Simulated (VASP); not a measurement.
Method: PBE GGA, VASP's PBE PAW potentials (set 64) (plane waves; VASP).

VASP ran on this input.

KPOINTS:
```
k-points along high-symmetry lines
15
Line-mode
Reciprocal
  0.000000   0.000000   0.000000 ! GAMMA
  0.000000   0.500000   0.000000 ! X

  0.000000   0.500000   0.000000 ! X
  0.500000   0.500000   0.000000 ! M

  0.500000   0.500000   0.000000 ! M
  0.000000   0.000000   0.000000 ! GAMMA

  0.000000   0.000000   0.000000 ! GAMMA
  0.500000   0.500000   0.500000 ! R

  0.500000   0.500000   0.500000 ! R
  0.000000   0.500000   0.000000 ! X

  0.500000   0.500000   0.500000 ! R
  0.500000   0.500000   0.000000 ! M
```

POSCAR:
```
Pt3Ti
1
    3.9453000466     0.0000000000     0.0000000000
    0.0000000000     3.9453000466     0.0000000000
    0.0000000000     0.0000000000     3.9453000466
Ti Pt
1 3
Direct
  0.0000000000   0.0000000000   0.0000000000
  0.0000000000   0.5000000000   0.5000000000
  0.5000000000   0.0000000000   0.5000000000
  0.5000000000   0.5000000000   0.0000000000
```

**INCAR**
```
ALGO = Normal
EDIFF = 1E-7
ENCUT = 400
GGA = PE
ICHARG = 11
ISMEAR = 0
LASPH = .TRUE.
LCHARG = .FALSE.
LMAXMIX = 6
LORBIT = 11
LREAL = .FALSE.
LWAVE = .FALSE.
NELM = 100
PREC = Accurate
SIGMA = 0.05
SYSTEM = Pt3Ti
```

POTCAR, in this order: Ti_sv Pt (PBE.64 set). Program: vasp_std. Read from the step before: CHGCAR.

Output of the run:

**OSZICAR**
```
       N       E                     dE             d eps       ncg     rms          rms(c)
DAV:   1     0.327112216473E+03    0.32711E+03   -0.18595E+04  4501   0.151E+03
DAV:   2    -0.155538190816E+00   -0.32727E+03   -0.32041E+03  4975   0.399E+02
DAV:   3    -0.263319766051E+02   -0.26176E+02   -0.25038E+02  6895   0.974E+01
DAV:   4    -0.272257488660E+02   -0.89377E+00   -0.84318E+00  5605   0.174E+01
DAV:   5    -0.272590797403E+02   -0.33331E-01   -0.33114E-01  6475   0.312E+00
DAV:   6    -0.272596856671E+02   -0.60593E-03   -0.60483E-03  5933   0.380E-01
DAV:   7    -0.272597022170E+02   -0.16550E-04   -0.16542E-04  6640   0.513E-02
DAV:   8    -0.272597025419E+02   -0.32494E-06   -0.32496E-06  5633   0.580E-03
DAV:   9    -0.272597025517E+02   -0.97607E-08   -0.10889E-07  4127   0.859E-04
   1 F= -.27259703E+02 E0= -.27254637E+02  d E =-.101306E-01
```

### OUTCAR
```
 val. band max:       11.2125885072   @ k =   0.0357   0.0357   0.0000

 cond. band min:      11.2224774566   @ k =   0.1071   0.5000   0.0000



 k-point     1 :       0.0000    0.0000    0.0000
  band No.  band energies     occupation
      1     -47.0295      2.00000
      2     -23.2444      2.00000
      3     -23.2444      2.00000
      4     -23.2444      2.00000
      5       1.3542      2.00000
      6       4.1765      2.00000
      7       4.5049      2.00000
      8       4.5049      2.00000
      9       4.8142      2.00000
     10       4.8142      2.00000
     11       4.8142      2.00000
     12       7.7654      2.00000
     13       7.7654      2.00000
     14       7.7654      2.00000
     15       9.5980      2.00000
     16       9.5980      2.00000
     17      10.6808      2.00000
     18      11.2310      0.75275
     19      11.2310      0.75275
     20      11.2310      0.75275
     21      12.5187      0.00000
     22      12.5187      0.00000
     23      12.8184      0.00000
     24      12.8184      0.00000
     25      12.8184      0.00000

 k-point     2 :       0.0000    0.0357    0.0000
  band No.  band energies     occupation
      1     -47.0294      2.00000
      2     -23.2446      2.00000
      3     -23.2444      2.00000
      4     -23.2444      2.00000
      5       1.3707      2.00000
      6       4.1870      2.00000
      7       4.5107      2.00000
      8       4.5186      2.00000
      9       4.8202      2.00000
     10       4.8241      2.00000
     11       4.8241      2.00000
     12       7.7555      2.00000
     13       7.7704      2.00000
     14       7.7704      2.00000
     15       9.5841      2.00000
     16       9.6001      2.00000
     17      10.6664      2.00000
     18      11.1464      1.96223
     19      11.1464      1.96223
     20      11.2310      0.75184
     21      12.4609      0.00000
     22      12.5109      0.00000
     23      12.7146      0.00000
     24      12.7146      0.00000
...
```

The density is held fixed in this step, so its total energy and stress have no physical meaning. Unless said otherwise, spin-orbit coupling is left out, though it shifts the bands of the heavy elements here.

The compound is Pt3Ti in the L1_2 structure. It was relaxed first.
